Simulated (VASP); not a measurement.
# Ge3B2C3 (Pm-3m) in VASP: relaxation of cell and atoms with PBE

Aim: the relaxation of cell and atoms of Ge3B2C3 with PBE.

Everything below comes from runs of VASP 6.6.1. Logs are shortened: lines on timing, memory, paths and dates and some standing lists are left out, and cuts for length are marked.

**1. Starting point**

Symmetry: Pm-3m, No. 221, cubic system. The conventional cell has a = 5.009 Å, b = 5.009 Å, c = 5.009 Å, α = 90.00°, β = 90.00°, γ = 90.00°. Ge (site symmetry 4/mmm) has 2 B at 2.50 Å and 4 C at 2.50 Å as nearest neighbours. B (site symmetry m-3m) is surrounded by 6 C at 2.50 Å. B (site symmetry m-3m) has 6 Ge at 2.50 Å as nearest neighbours. C (site symmetry 4/mmm) is surrounded by 4 Ge at 2.50 Å and 2 B at 2.50 Å.

The cell was built by a generator and needn't be a form met in nature.

**2. Relaxation of cell and atoms, PBE**

Contents of INCAR:

```
SYSTEM = Ge3B2C3
ALGO = Fast
EDIFF = 1E-4
EDIFFG = -0.08
ENCUT = 520
GGA = PE
IBRION = 2
ISIF = 3
ISMEAR = 0
LASPH = .True.
LCHARG = .False.
LREAL = .False.
LWAVE = .False.
NELM = 60
NSW = 24
PREC = Normal
SIGMA = 0.15
```

Contents of KPOINTS:

```
k-points
0
Gamma
  4 4 4
  0 0 0
```

Contents of POSCAR:

```
Ge3B2C3
1.0
    5.0093434700      0.0000000000      0.0000000000
    0.0000000000      5.0093434700      0.0000000000
    0.0000000000      0.0000000000      5.0093434700
Ge B C
3 2 3
Direct
    0.0000000000      0.5000000000      0.5000000000
    0.5000000000      0.0000000000      0.5000000000
    0.5000000000      0.5000000000      0.0000000000
    0.0000000000      0.0000000000      0.0000000000
    0.5000000000      0.5000000000      0.5000000000
    0.5000000000      0.0000000000      0.0000000000
    0.0000000000      0.5000000000      0.0000000000
    0.0000000000      0.0000000000      0.5000000000
```

Potentials or basis: VASP PAW PBE potentials, release 64 (Ge_d, B, C).

Run with:

```
$ cat potpaw_PBE.64/Ge_d/POTCAR potpaw_PBE.64/B/POTCAR potpaw_PBE.64/C/POTCAR > POTCAR
$ mpirun -np 1 vasp_std > vasp.out
```

OUTCAR:

```text
SYSTEM = Ge3B2C3
   EDIFF = 1E-4
   EDIFFG = -0.08
   ENCUT = 520
   GGA = PE
   IBRION = 2
   ISIF = 3
   ISMEAR = 0
   LASPH = .True.
   LREAL = .False.
   NELM = 60
   NSW = 24
   PREC = Normal

 ion  position               nearest neighbor table
   1  0.000  0.500  0.500-   5 2.50   5 2.50
   2  0.500  0.000  0.500-   5 2.50   5 2.50
   3  0.500  0.500  0.000-   5 2.50   5 2.50
   4  0.000  0.000  0.000-
   5  0.500  0.500  0.500-   1 2.50   2 2.50   3 2.50   3 2.50   2 2.50   1 2.50
   6  0.500  0.000  0.000-
   7  0.000  0.500  0.000-
   8  0.000  0.000  0.500-

  LATTYP: Found a simple cubic cell.
 ALAT       =     5.0093434700

  Lattice vectors:

 A1 = (   5.0093434700,   0.0000000000,   0.0000000000)
 A2 = (   0.0000000000,   5.0093434700,   0.0000000000)
 A3 = (   0.0000000000,   0.0000000000,   5.0093434700)

Analysis of symmetry for initial positions (statically):
=====================================================================
 Subroutine PRICEL returns:
 Original cell was already a primitive cell.

 Routine SETGRP: Setting up the symmetry group for a
 simple cubic supercell.

 Subroutine GETGRP returns: Found 48 space group operations
 (whereof 48 operations were pure point group operations)
 out of a pool of 48 trial point group operations.

The static configuration has the point symmetry O_h .

Analysis of symmetry for dynamics (positions and initial velocities):
=====================================================================
 Subroutine PRICEL returns:
 Original cell was already a primitive cell.

 Routine SETGRP: Setting up the symmetry group for a
 simple cubic supercell.

 Subroutine GETGRP returns: Found 48 space group operations
 (whereof 48 operations were pure point group operations)
 out of a pool of 48 trial point group operations.

The dynamic configuration has the point symmetry O_h .

 Subroutine INISYM returns: Found 48 space group operations
 (whereof 48 operations are pure point group operations),
 and found     1 'primitive' translations

----------------------------------------------------------------------------------------

                                     Primitive cell

  volume of cell :     125.7021

  direct lattice vectors                    reciprocal lattice vectors
     5.009343470  0.000000000  0.000000000     0.199626958  0.000000000  0.000000000
     0.000000000  5.009343470  0.000000000     0.000000000  0.199626958  0.000000000
     0.000000000  0.000000000  5.009343470     0.000000000  0.000000000  0.199626958

  length of vectors
     5.009343470  5.009343470  5.009343470     0.199626958  0.199626958  0.199626958

  position of ions in fractional coordinates (direct lattice)
     0.000000000  0.500000000  0.500000000
     0.500000000  0.000000000  0.500000000
     0.500000000  0.500000000  0.000000000
     0.000000000  0.000000000  0.000000000
     0.500000000  0.500000000  0.500000000
     0.500000000  0.000000000  0.000000000
     0.000000000  0.500000000  0.000000000
     0.000000000  0.000000000  0.500000000

  ion indices of the primitive-cell ions
   primitive index   ion index
                 1           1
                 2           2
                 3           3
                 4           4
                 5           5
                 6           6
                 7           7
                 8           8

----------------------------------------------------------------------------------------

 KPOINTS: k-points

Automatic generation of k-mesh.
 Grid dimensions read from file:
 generate k-points for:    4    4    4

 Generating k-lattice:

  Cartesian coordinates                     Fractional coordinates (reciprocal lattice)
     0.049906740  0.000000000  0.000000000     0.250000000  0.000000000  0.000000000
     0.000000000  0.049906740  0.000000000     0.000000000  0.250000000  0.000000000
     0.000000000  0.000000000  0.049906740     0.000000000  0.000000000  0.250000000

  Length of vectors
     0.049906740  0.049906740  0.049906740

  Shift w.r.t. Gamma in fractional coordinates (k-lattice)
     0.000000000  0.000000000  0.000000000

 Subroutine IBZKPT returns following result:
 ===========================================

 Found     10 irreducible k-points:

 Following reciprocal coordinates:
            Coordinates               Weight
  0.000000  0.000000  0.000000      1.000000
  0.250000  0.000000  0.000000      6.000000
  0.500000  0.000000  0.000000      3.000000
  0.250000  0.250000  0.000000     12.000000
  0.500000  0.250000  0.000000     12.000000
  0.500000  0.500000  0.000000      3.000000
  0.250000  0.250000  0.250000      8.000000
  0.500000  0.250000  0.250000     12.000000
  0.500000  0.500000  0.250000      6.000000
  0.500000  0.500000  0.500000      1.000000
   k-points           NKPTS =     10   k-points in BZ     NKDIM =     10   number of bands    NBANDS=     36
   number of dos      NEDOS =    301   number of ions     NIONS =      8
   total plane-waves  NPLWV =  21952
   dimension x,y,z NGX =    28 NGY =   28 NGZ =   28
   dimension x,y,z NGXF=    56 NGYF=   56 NGZF=   56
   ions per type =               3   2   3
   NGX,Y,Z   is equivalent  to a cutoff of   9.29,  9.29,  9.29 a.u.
   NGXF,Y,Z  is equivalent  to a cutoff of  18.58, 18.58, 18.58 a.u.
 SYSTEM =  Ge3B2C3
   PREC   = normal    normal or accurate (medium, high low for compatibility)
   ISTART =      0    job   : 0-new  1-cont  2-samecut
   ICHARG =      2    charge: 1-file 2-atom 10-const
   ISPIN  =      1    spin polarized calculation?
   LNONCOLLINEAR =      F non collinear calculations
   LSORBIT =      F    spin-orbit coupling
   LASPH  =      T    aspherical Exc in radial PAW
   ENCUT  =  520.0 eV  38.22 Ry    6.18 a.u.   9.31  9.31  9.31*2*pi/ulx,y,z
   NELM   =     60;   NELMIN=  2; NELMDL= -5     # of ELM steps
   EDIFF  = 0.1E-03   stopping-criterion for ELM
   LREAL  =      F    real-space projection
   EDIFFG = -.8E-01   stopping-criterion for IOM
   NSW    =     24    number of steps for IOM
   IBRION =      2    ionic relax: 0-MD 1-quasi-New 2-CG
   NFREE  =      1    steps in history (QN), initial steepest desc. (CG)
   ISIF   =      3    stress and relaxation
   ISYM   =      2    0-nonsym 1-usesym 2-fastsym
   POTIM  = 0.5000    time-step for ionic-motion
   TEBEG  =    0.0;   TEEND  =   0.0 temperature during run
   PSTRESS=    0.0 pullay stress
   NELECT =      60.0000    total number of electrons
   NUPDOWN=      -1.0000    fix difference up-down
   EMIN   =  10.00;   EMAX   =-10.00  energy-range for DOS
   EFERMI =   0.00;   METHOD = LEGACY
   ISMEAR =     0;   SIGMA  =   0.15  broadening in eV -4-tet -1-fermi 0-gaus
   EFERMI_NEDOS =   21; number of points for ismear=-14 and -15
   IALGO  =     68    algorithm
   IMIX   =      4    mixing-type and parameters
     AMIX     =   0.40;   BMIX     =  1.00
     AMIX_MAG =   1.60;   BMIX_MAG =  1.00
  volume/ion in A,a.u.               =      15.71       106.03
  Fermi-wavevector in a.u.,A,eV,Ry     =   1.279414  2.417742 22.271380  1.636900
  Thomas-Fermi vector in A             =   2.411901
   LORBIT       =      0    0 simple, 1 ext, 2 COOP (PROOUT), +10 PAW based schemes
   GGA     = PE    functional components
   LHFCALC =     F    Hartree Fock is set to
   AEXX    =    0.0000 exact exchange contribution
   IVDW    =     0    specifies the selected vdW correction
   LEPSILON=     F    determine dielectric tensor
   LRPA    =     F    only Hartree local field effects (RPA)
 conjugate gradient relaxation of ions
 non-spin polarized calculation
 RMM-DIIS sequential band-by-band and
 Gauss-broadening in eV      SIGMA  =   0.15
  energy-cutoff  :      520.00
  volume of cell :      125.70
 maximum number of plane-waves:      3448
   NGX = 19   NGY = 19   NGZ = 19

--------------------------------------- Ionic step        1  -------------------------------------------

 number of electron      60.0000095 magnetization

 Free energy of the ion-electron system (eV)
  ---------------------------------------------------
  ext. energy  EPLUGINS =         0.00000000
  ---------------------------------------------------
  free energy    TOTEN  =       -36.47536572 eV

  energy without entropy =      -36.36629722  energy(sigma->0) =      -36.42083147

 E-fermi :   3.4489     XC(G=0): -10.3017

 val. band max:        3.4475589538   @ k =   0.5000   0.5000   0.0000
 cond. band min:       3.4866420421   @ k =   0.5000   0.2500   0.0000
 fundamental gap:      0.0390830883
 Fermi energy:         3.4488837082

 k-point     1 :       0.0000    0.0000    0.0000
  band No.  band energies     occupation
      1     -20.9888      2.00000
      2     -20.9888      2.00000
      3     -20.9777      2.00000
      4     -20.9751      2.00000
      5     -20.9751      2.00000
      6     -20.9751      2.00000
[... 443 lines left out ...]
 POSITION                                       TOTAL-FORCE (eV/Angst)
 -----------------------------------------------------------------------------------
      0.00000      2.20562      2.20562         0.000000      0.000000      0.000000
      2.20562      0.00000      2.20562        -0.000000      0.000000      0.000000
      2.20562      2.20562     -0.00000         0.000000      0.000000      0.000000
      0.00000      0.00000      0.00000        -0.000000      0.000000      0.000000
      2.20562      2.20562      2.20562        -0.000000      0.000000      0.000000
      2.20562      0.00000      0.00000        -0.000000      0.000000      0.000000
      0.00000      2.20562     -0.00000        -0.000000      0.000000      0.000000
     -0.00000      0.00000      2.20562        -0.000000      0.000000      0.000000
 -----------------------------------------------------------------------------------
    total drift:                                0.000000      0.000000      0.000000

  FREE ENERGIE OF THE ION-ELECTRON SYSTEM (eV)
  ---------------------------------------------------
  free  energy   TOTEN  =       -42.1170013912 eV

  energy  without entropy=      -42.0721093320  energy(sigma->0) =      -42.09455536

--------------------------------------- Ionic step        3  -------------------------------------------

 number of electron      60.0000001 magnetization

 Free energy of the ion-electron system (eV)
  ---------------------------------------------------
  ext. energy  EPLUGINS =         0.00000000
  ---------------------------------------------------
  free energy    TOTEN  =       -42.40879787 eV

  energy without entropy =      -42.36475230  energy(sigma->0) =      -42.38677509

 E-fermi :   8.2871     XC(G=0): -12.5315

 val. band max:        8.2035999666   @ k =   0.5000   0.2500   0.0000
 cond. band min:       8.3319961631   @ k =   0.5000   0.5000   0.5000
 fundamental gap:      0.1283961965
 Fermi energy:         8.2871449927

 k-point     1 :       0.0000    0.0000    0.0000
  band No.  band energies     occupation
      1     -16.4914      2.00000
      2     -16.4627      2.00000
      3     -16.4627      2.00000
      4     -16.4139      2.00000
      5     -16.4139      2.00000
      6     -16.4139      2.00000
[... 401 lines left out ...]
 POSITION                                       TOTAL-FORCE (eV/Angst)
 -----------------------------------------------------------------------------------
      0.00000      2.14157      2.14157         0.000000      0.000000      0.000000
      2.14157      0.00000      2.14157        -0.000000      0.000000      0.000000
      2.14157      2.14157     -0.00000         0.000000      0.000000      0.000000
      0.00000      0.00000      0.00000        -0.000000      0.000000      0.000000
      2.14157      2.14157      2.14157        -0.000000      0.000000      0.000000
      2.14157      0.00000      0.00000        -0.000000      0.000000      0.000000
      0.00000      2.14157     -0.00000        -0.000000      0.000000      0.000000
     -0.00000      0.00000      2.14157        -0.000000      0.000000      0.000000
 -----------------------------------------------------------------------------------
    total drift:                                0.000000      0.000000      0.000000

  FREE ENERGIE OF THE ION-ELECTRON SYSTEM (eV)
  ---------------------------------------------------
  free  energy   TOTEN  =       -42.4087978730 eV

  energy  without entropy=      -42.3647523018  energy(sigma->0) =      -42.38677509

 reached required accuracy - stopping structural energy minimisation
```

Wall time 36 s (1 thread of AMD EPYC 9R45 (Zen 5), shared host); peak memory 0.15 GiB.

What came out:

```yaml
Free_energy: -42.4088 eV
Relaxed_volume: 9.82 Å³/atom
Relaxed_cell: a = 4.283 Å, b = 4.283 Å, c = 4.283 Å, α = 90.00°, β = 90.00°, γ = 90.00°
Space_group_after_relaxing_to_0.05_Å: Pm-3m (No. 221)
Energy_gained_by_relaxing: 741.7 meV/atom
Ionic_steps: 3
Pressure_after_relaxing: -0.6 GPa
Band_gap_on_the_k_mesh: none (metal or under the smearing width)
```

Step by step:
| step | energy change (eV) | largest force (eV/Å) | pressure (GPa) | volume (Å³) |
| --- | --- | --- | --- | --- |
| 1 | 0.0000 | 0.0000 | -25.24 | 125.70 |
| 2 | -5.6416 | 0.0000 | -12.51 | 85.84 |
| 3 | -5.9334 | 0.0000 | -0.63 | 78.58 |

Final structure:
```xyz
8
Lattice="4.2831 0.0000 0.0000 0.0000 4.2831 0.0000 0.0000 0.0000 4.2831" Properties=species:S:1:pos:R:3 pbc="T T T"
Ge    0.0000    2.1416    2.1416
Ge    2.1416    0.0000    2.1416
Ge    2.1416    2.1416    0.0000
B     0.0000    0.0000    0.0000
B     2.1416    2.1416    2.1416
C     2.1416    0.0000    0.0000
C     0.0000    2.1416    0.0000
C     0.0000    0.0000    2.1416
```

Levels at points of the mesh, in eV from the Fermi level:
| k point | band 26 | band 27 | band 28 | band 29 | band 30 | band 31 | band 32 | band 33 | band 34 | band 35 |
| --- | --- | --- | --- | --- | --- | --- | --- | --- | --- | --- |
| (0.00, 0.00, 0.00) | -2.94 | -2.94 | -2.94 | -2.66 | -2.66 | -0.84 | 0.46 | 0.46 | 0.46 | 5.98 |
| (0.50, 0.00, 0.00) | -2.44 | -1.92 | -1.92 | -1.58 | -1.52 | -1.52 | 1.37 | 1.74 | 3.74 | 4.81 |
| (0.50, 0.50, 0.00) | -4.20 | -4.09 | -0.39 | 0.27 | 0.41 | 0.42 | 3.51 | 3.85 | 3.86 | 4.06 |
| (0.50, 0.50, 0.50) | 0.04 | 0.73 | 0.73 | 1.52 | 2.26 | 2.54 | 3.37 | 3.39 | 3.44 | 5.06 |

Caveat: the volume moved by over 15 % at a fixed basis, so the end points are rough; the relaxation stopped at a loose force limit of 0.08 eV/Å, so its end isn't a converged minimum.
